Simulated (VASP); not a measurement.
An input for Ansatz (written as the equivalent of a VASP run, and not itself run):

Ansatz 0.2 input:
```yaml
crystal:
  lattice:
    - [2.9900000, 0.0000000, 0.0000000]
    - [0.0000000, 2.9900000, 0.0000000]
    - [0.0000000, 0.0000000, 2.9900000]
  atoms:
    - { symbol: Ti, position: [0.0000000, 0.0000000, 0.0000000] }
    - { symbol: Co, position: [0.5000000, 0.5000000, 0.5000000] }
kpoints:
  mp_grid: { grid: [11, 11, 11] }
hamiltonian:
  xc: pbesol
  pseudopotentials: { kind: paw }
scf:
  occupations: { method: methfessel_paxton, width: 0.1 }
  max_iter: 100
relax:
  max_steps: 60
  f_tol: 0.01
  cell: {}
output: { forces: true, stress: true, eigenvalues: true }
```

### Question
Write the VASP files for the same calculation (PBEsol).

### Answer
Several could match; the one computed here: 
INCAR:
```
! general
SYSTEM   =  TiCo
PREC     =  Accurate
ENCUT    =  480
LREAL    =  F
LASPH    =  T   ! aspherical one-centre terms

! electronic loop
EDIFF    =  1E-6   ! SCF stop (eV)
NELM     =  100   ! most electronic steps
ALGO     =  Normal   ! blocked Davidson
LMAXMIX  =  4   ! l cut-off of mixed one-centre charges

! smearing
ISMEAR   =  1   ! Methfessel-Paxton
SIGMA    =  0.1   ! width (eV)

! functional
GGA      =  PS   ! PBEsol

! ions
IBRION   =  2   ! conjugate gradients
NSW      =  60   ! most ionic steps
ISIF     =  3   ! ions, shape and volume
EDIFFG   =  -0.01   ! ionic stop

! output
LWAVE    =  F
LCHARG   =  F
```

**KPOINTS**
```
Automatic mesh
0
Gamma
11 11 11
0 0 0
```

POSCAR:
```
TiCo
1
    2.9900000000     0.0000000000     0.0000000000
    0.0000000000     2.9900000000     0.0000000000
    0.0000000000     0.0000000000     2.9900000000
Ti Co
1 1
Direct
  0.0000000000   0.0000000000   0.0000000000
  0.5000000000   0.5000000000   0.5000000000
```

POTCAR, in this order: Ti_sv Co (PBE.64 set). Program: vasp_std.

Limits of the translation: each code has its own PAW files, so the cut-off isn't converted (ENCUT is set for VASP's; basis.ecutwfc is left out, and Ansatz then takes the one that its files recommend); Ansatz stops its SCF on the density residual and VASP on the energy change (EDIFF).

The compound is TiCo in the CsCl type structure. This run relaxes it. Symmetry was kept, so distortions that lower it aren't found.
